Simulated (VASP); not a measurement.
Input:

```
CELL_PARAMETERS angstrom
     -2.77218     2.77218     5.44553
      2.77218    -2.77218     5.44553
      2.77218     2.77218    -5.44553
ATOMIC_POSITIONS crystal
  Ga 0.50000 0.50000 0.00000
  Ga 0.25000 0.75000 0.50000
  Cu 0.00000 0.00000 0.00000
  Cu 0.75000 0.25000 0.50000
  Se 0.87500 0.87500 0.50000
  Se 0.12500 0.62500 0.00000
  Se 0.37500 0.37500 0.50000
  Se 0.62500 0.12500 0.00000
```

Method: PBE GGA, VASP's PBE PAW potentials (set 64) (plane waves; VASP). Settings: 300 eV cut-off, 4×4×4 Γ-centred mesh, Fermi-Dirac smearing of 0.050 eV, potentials Ga_d Cu Se.

At this cut-off the stress carries a Pulay error, which pulls relaxed volumes low.

### Question
Which forces act on the atoms, in eV/Å?

### Answer

```json
[
 {"atom": "Ga1", "Fx": "0.000", "Fy": "0.000", "Fz": "0.000"},
 {"atom": "Ga2", "Fx": "0.000", "Fy": "0.000", "Fz": "0.000"},
 {"atom": "Cu3", "Fx": "0.000", "Fy": "0.000", "Fz": "0.000"},
 {"atom": "Cu4", "Fx": "0.000", "Fy": "0.000", "Fz": "0.000"},
 {"atom": "Se5", "Fx": "0.416", "Fy": "0.000", "Fz": "0.000"},
 {"atom": "Se6", "Fx": "0.000", "Fy": "-0.416", "Fz": "0.000"},
 {"atom": "Se7", "Fx": "-0.416", "Fy": "0.000", "Fz": "0.000"},
 {"atom": "Se8", "Fx": "0.000", "Fy": "0.416", "Fz": "0.000"}
]
```

### Question
Give the stress tensor in GPa (positive for a compressed cell).

### Answer

```
5.70  0.00  0.00
0.00  5.70  0.00
0.00  0.00  5.77
```
The pressure is its mean diagonal, 5.72 GPa.

The structure is a typed CuGaSe2 crystal. The cell was not relaxed at this level.
